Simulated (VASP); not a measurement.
Output of a VASP run:

OSZICAR:
```
       N       E                     dE             d eps       ncg     rms          rms(c)
DAV:   1     0.283312119078E+02    0.28331E+02   -0.71100E+03   680   0.117E+03
DAV:   2    -0.404639595860E+02   -0.68795E+02   -0.61585E+02   964   0.188E+02
DAV:   3    -0.446661490699E+02   -0.42022E+01   -0.41771E+01   860   0.474E+01
DAV:   4    -0.447306779086E+02   -0.64529E-01   -0.64490E-01   836   0.685E+00
DAV:   5    -0.447319071204E+02   -0.12292E-02   -0.12291E-02   844   0.975E-01    0.108E+01
DAV:   6    -0.390491106818E+02    0.56828E+01   -0.14236E+01   808   0.235E+01    0.438E+00
DAV:   7    -0.379366489629E+02    0.11125E+01   -0.51509E-01   772   0.675E+00    0.266E+00
DAV:   8    -0.390749184319E+02   -0.11383E+01   -0.17153E+00   800   0.990E+00    0.190E+00
DAV:   9    -0.383760058701E+02    0.69891E+00   -0.64097E-01   764   0.678E+00    0.587E-01
DAV:  10    -0.385324809939E+02   -0.15648E+00   -0.11043E-01   756   0.353E+00    0.245E-01
DAV:  11    -0.385288340453E+02    0.36469E-02   -0.15108E-02   736   0.153E+00    0.130E-01
DAV:  12    -0.385320029246E+02   -0.31689E-02   -0.68765E-03   740   0.992E-01    0.435E-02
DAV:  13    -0.385336120508E+02   -0.16091E-02   -0.14797E-03   744   0.467E-01    0.447E-02
DAV:  14    -0.385336049734E+02    0.70775E-05   -0.17159E-04   828   0.162E-01    0.271E-02
DAV:  15    -0.385337240011E+02   -0.11903E-03   -0.52998E-05   760   0.784E-02    0.117E-02
DAV:  16    -0.385338007201E+02   -0.76719E-04   -0.62942E-05   740   0.914E-02    0.464E-03
DAV:  17    -0.385338011933E+02   -0.47324E-06   -0.90620E-07   568   0.113E-02
   1 F= -.38533801E+02 E0= -.38533801E+02  d E =-.385338E+02
       N       E                     dE             d eps       ncg     rms          rms(c)
DAV:   1    -0.385349463096E+02   -0.11456E-02   -0.24658E-02   748   0.138E+00    0.164E-01
DAV:   2    -0.385343162493E+02    0.63006E-03   -0.21524E-03   800   0.327E-01    0.791E-02
DAV:   3    -0.385343093767E+02    0.68726E-05   -0.27008E-04   800   0.117E-01    0.302E-02
DAV:   4    -0.385342983723E+02    0.11004E-04   -0.24860E-05   780   0.568E-02    0.810E-03
DAV:   5    -0.385342902330E+02    0.81393E-05   -0.18400E-05   700   0.640E-02    0.758E-03
DAV:   6    -0.385342996158E+02   -0.93828E-05   -0.26551E-06   576   0.231E-02    0.428E-03
DAV:   7    -0.385343004485E+02   -0.83270E-06   -0.30913E-07   368   0.690E-03
   2 F= -.38534300E+02 E0= -.38534300E+02  d E =-.499255E-03
       N       E                     dE             d eps       ncg     rms          rms(c)
DAV:   1    -0.385345104758E+02   -0.21086E-03   -0.27116E-03   740   0.457E-01    0.545E-02
DAV:   2    -0.385344510776E+02    0.59398E-04   -0.23848E-04   796   0.109E-01    0.262E-02
DAV:   3    -0.385344570021E+02   -0.59244E-05   -0.29604E-05   804   0.388E-02    0.999E-03
DAV:   4    -0.385344572068E+02   -0.20471E-06   -0.23369E-06   552   0.184E-02
   3 F= -.38534457E+02 E0= -.38534457E+02  d E =-.656013E-03
       N       E                     dE             d eps       ncg     rms          rms(c)
DAV:   1    -0.385344586383E+02   -0.16362E-05   -0.50574E-06   696   0.252E-02    0.316E-03
DAV:   2    -0.385344586721E+02   -0.33891E-07   -0.11360E-06   416   0.168E-02
   4 F= -.38534459E+02 E0= -.38534459E+02  d E =-.657479E-03
```

**OUTCAR**
```
------------------------ aborting loop because EDIFF is reached ----------------------------------------
  FORCE on cell =-STRESS in cart. coord.  units (eV):
  Direction    XX          YY          ZZ          XY          YZ          ZX
  --------------------------------------------------------------------------------------
  Total        0.0609864      0.0609864     -0.0619880      0.0000000      0.0000000      0.0000000
  in kB        1.7212681      1.7212680     -1.7495364      0.0000000      0.0000000      0.0000000
  external PRESSURE =       0.5643332 kB  Pullay stress =       0.0000000 kB
  volume of cell :       56.77
      direct lattice vectors                 reciprocal lattice vectors
     3.368222374 -0.000000000  0.000000000     0.296892512  0.171410973 -0.000000000
    -1.684111187  2.916966107 -0.000000000     0.000000000  0.342821947 -0.000000000
     0.000000000  0.000000000  5.777805363    -0.000000000  0.000000000  0.173076097
 POSITION                                       TOTAL-FORCE (eV/Angst)
 -----------------------------------------------------------------------------------
      0.00000     -0.00000      0.00000        -0.000000      0.000000      0.000000
      1.68411      0.97232      2.02438        -0.000000     -0.000000      0.019567
     -0.00000      1.94465      3.75343        -0.000000      0.000000     -0.019567
     -0.00000      1.94465      1.56186         0.000000      0.000000     -0.017772
      1.68411      0.97232      4.21594        -0.000000     -0.000000      0.017772
 -----------------------------------------------------------------------------------
    total drift:                                0.000000     -0.000000      0.000000
  FREE ENERGIE OF THE ION-ELECTRON SYSTEM (eV)
  ---------------------------------------------------
  free  energy   TOTEN  =       -38.5344586721 eV

  energy  without entropy=      -38.5344586721  energy(sigma->0) =      -38.53445867

 reached required accuracy - stopping structural energy minimisation
```
(Selected blocks of OUTCAR.)

**POSCAR**
```
Mg(AlC)2
1
    3.3730301093     0.0000000000     0.0000000000
   -1.6865150546     2.9211297276     0.0000000000
    0.0000000000     0.0000000000     5.7891933978
Mg Al C
1 2 2
Direct
  0.0000000000   1.0000000000   0.0000000000
  0.6666670000   0.3333330000   0.3501045851
  0.3333330000   0.6666670000   0.6498954149
  0.3333330000   0.6666670000   0.2703232979
  0.6666670000   0.3333330000   0.7296767021
```

Question: Reconstruct the remaining input files.

Answer: Several could match; the one computed here: the input of the run itself, r2SCAN meta-GGA, plane waves, VASP's PBE PAW potentials (set 64).

File KPOINTS:
```
K-points
0
G
  7 7 4
0 0 0
```

**INCAR**
```
SYSTEM = Mg(AlC)2
PREC = Accurate
ENCUT = 520
EDIFF = 1E-6
NELM = 100
ALGO = Normal
LREAL = .FALSE.
LASPH = .TRUE.
ISMEAR = 0
SIGMA = 0.05
METAGGA = R2SCAN
LMIXTAU = .TRUE.
LWAVE = .FALSE.
LCHARG = .FALSE.
IBRION = 2
ISIF = 3
NSW = 60
EDIFFG = -0.02
```

POTCAR, in this order: Mg Al C (PBE.64 set). Program: vasp_std.

The structure comes from a computed database's Al2MgC2 entry (P-3m1); how it stands against other phases isn't given here. This run relaxes it. Symmetry was kept, so distortions that lower it aren't found. The start is the result of an earlier pass.
